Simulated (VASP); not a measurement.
Ag3Au4, 7 atoms in the cell. The cell holds a slab with vacuum, 7 atoms: a = 2.915 Å, b = 2.915 Å, c = 29.192 Å, α = 90.00°, β = 90.00°, γ = 120.00°. 

* Program: VASP 6.6.1
* Task: relaxation of the atoms
* Functional: PBEsol
* Potentials or basis: VASP PAW PBE potentials, release 64 (Au, Ag)
* Cutoff: 520 eV
* k mesh: 7 × 7 × 1
* Occupations: fermi-dirac, width 0.05 eV
* Spin: no spin polarisation
* Dipole correction: yes
* Atoms held fixed (from 0): [0, 4, 1]
* Further INCAR settings: ALGO = Fast; EDIFF = 1e-07; IBRION = 2; EDIFFG = -0.02; NSW = 40

Potentials or basis: VASP PAW PBE potentials, release 64 (Au, Ag).

Command:

```console
$ cat potpaw_PBE.64/Au/POTCAR potpaw_PBE.64/Ag/POTCAR > POTCAR
$ mpirun -np 1 vasp_std > vasp.out
```

Hardware: 1 thread of Intel(R) Xeon(R) 6975P-C (Granite Rapids), on a shared host.

Q: How long does it take, and how much memory?

A: It took 9.2 min on 1 thread of Intel(R) Xeon(R) 6975P-C (Granite Rapids), on a shared host, peak memory 0.44 GiB. Counts: scf iterations 157, k points 8, ion steps 15.
